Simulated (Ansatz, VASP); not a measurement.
Ba2SrN2: VASP beside Ansatz

The input INCAR:

```
  ALGO = Normal
  EDIFF = 1E-7
  ENCUT = 520
  GGA = PE
  ISIF = 2
  ISMEAR = 0
  LASPH = True
  LCHARG = True
  LELF = True
  LREAL = False
  LVHAR = True
  LWAVE = False
  NBANDS = 28
  NELM = 80
  PREC = Accurate
  SIGMA = 0.1
```

The input KPOINTS:

```
k-points
0
Gamma
  6 6 6
```

The input POSCAR:

```
Ba2SrN2
1.0
   -2.3716654874      2.3716654874      6.2226866749
    2.3716654874     -2.3716654874      6.2226866749
    2.3716654874      2.3716654874     -6.2226866749
Ba Sr N
2 1 2
Direct
    0.2500000000      0.7500000000      0.5000000000
    0.7500000000      0.2500000000      0.5000000000
    0.0000000000      0.0000000000      0.0000000000
    0.6260000000      0.6260000000      0.0000000000
    0.3740000000      0.3740000000      0.0000000000
```

Input for Ansatz:

```yaml
crystal:
  lattice:
    - [-2.3716654874, 2.3716654874, 6.2226866749]
    - [2.3716654874, -2.3716654874, 6.2226866749]
    - [2.3716654874, 2.3716654874, -6.2226866749]
  atoms:
    - { symbol: Ba, position: [0.25, 0.75, 0.5] }
    - { symbol: Ba, position: [0.75, 0.25, 0.5] }
    - { symbol: Sr, position: [0.0, 0.0, 0.0] }
    - { symbol: "N", position: [0.626, 0.626, 0.0] }
    - { symbol: "N", position: [0.374, 0.374, 0.0] }
basis:
  ecutwfc: 420
kpoints:
  mp_grid: { grid: [6, 6, 6] }
hamiltonian:
  xc: pbe
scf:
  occupations: { method: gaussian, width: 0.1 }
  lower_state_search: "off"
output:
  forces: true
  stress: true
  eigenvalues: true
```

Alike in both runs: task single point; functional PBE; k mesh 6 × 6 × 6; occupations gaussian, width 0.1 eV; no spin polarisation.

```csv
,VASP,Ansatz
version,VASP 6.6.1,Ansatz 0.2.0
potentials or method,"VASP PAW PBE potentials, release 64 (Ba_sv, Sr_sv, N)","scalar-relativistic, plane waves, PAW"
plane-wave cutoff (eV),520,420
valence electrons in the cell,40,40
```

```csv
,VASP,Ansatz,Ansatz less VASP
gap on the k mesh at the Fermi level (eV),none,none,-
pressure (GPa),-1.6,-2.7,-1.07
largest component of the traceless stress (GPa),3.09,3.59,+0.495
rms of the force components (eV/Å),0.449,0.500,+0.0507
```

Atom by atom the forces differ by 0.051 eV/Å (rms over components). A gap of «none» marks a metal or a gap that the smearing closes.

Caveats: forces of over 1 eV/Å show positions far from the minimum, so gaps and moduli don't describe the material at rest. The runs have no spin-orbit coupling, so splittings on Ba are missing.
